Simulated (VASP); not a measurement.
Given:

```xyz
2
Lattice="1.8274 -3.1651 0.0000 1.8274 3.1651 0.0000 0.0000 0.0000 5.7101" Properties=species:S:1:pos:R:3 pbc="T T T"
Gd     1.8274     1.0550     1.4275
Gd     1.8274    -1.0550     4.2826
```

Computed with PBE GGA, VASP's PBE PAW potentials (set 64) (plane waves; VASP). Numerical set-up: 480 eV cut-off, 10×10×6 Γ-centred mesh, first-order Methfessel-Paxton smearing of 0.10 eV, potentials Gd_3.

The 4f electrons are frozen in the core of the lanthanide potential, so 4f levels, which can set the real gap, and their magnetism are missing.

Each relaxation starts from this cell; other phases were not tried.

The cell is relaxed at 30 GPa. What happens?

The volume per atom goes from 33.03 to 21.63 Å³ (-34.5 %), and the cell becomes a = b = 3.1059 Å, c = 5.1789 Å, α = β = 90.00°, γ = 120.00°, space group P6_3/mmc.

Failed runs are left out, and for metals the shear rows, which the mesh's noise covers.

The compound is Gd in the hcp structure.
